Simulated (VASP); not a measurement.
A run of VASP 6.6.1:

The input INCAR:

```
SYSTEM = C
ALGO = Normal
EDIFF = 1E-8
ENCUT = 520
IBRION = 6
ISIF = 2
ISMEAR = 0
KPAR = 4
LASPH = .TRUE.
LCHARG = .FALSE.
LMIXTAU = .TRUE.
LREAL = .FALSE.
LWAVE = .FALSE.
METAGGA = R2SCAN
NBANDS = 16
NELM = 80
NFREE = 2
NSW = 1
POTIM = 0.015
PREC = Accurate
SIGMA = 0.02
```

File KPOINTS:

```
k-points
0
G
  15 15 4
  0 0 0
```

The input POSCAR:

```
C                                       
1.0
    2.4578969273     -0.0000000000     -0.0000000000
   -1.2289484636      2.1286011792     -0.0000000000
    0.0000000000     -0.0000000000      7.0179154118
  C             
     4
Direct
     1.0000000000000000    0.0000000000000000    0.2500000000000000
     0.0000000000000000    1.0000000000000000    0.7500000000000000
     0.3333333300000021    0.6666666699999979    0.2500000000000000
     0.6666666699999979    0.3333333300000021    0.7500000000000000
```

Potentials or basis: VASP PAW PBE potentials, release 64 (C).

Command:

```sh
$ cat potpaw_PBE.64/C/POTCAR > POTCAR
$ mpirun -np 4 vasp_std > vasp.out
```

Hardware: 4 MPI ranks on Intel(R) Xeon(R) 6975P-C (Granite Rapids), with other jobs on the host.

Problem. Estimate the wall time of this run.

Solution. Wall time 6.6 min on 4 MPI ranks on Intel(R) Xeon(R) 6975P-C (Granite Rapids), on a shared host, peak memory 0.36 GiB a rank. Counts: scf iterations 136, k points 81.
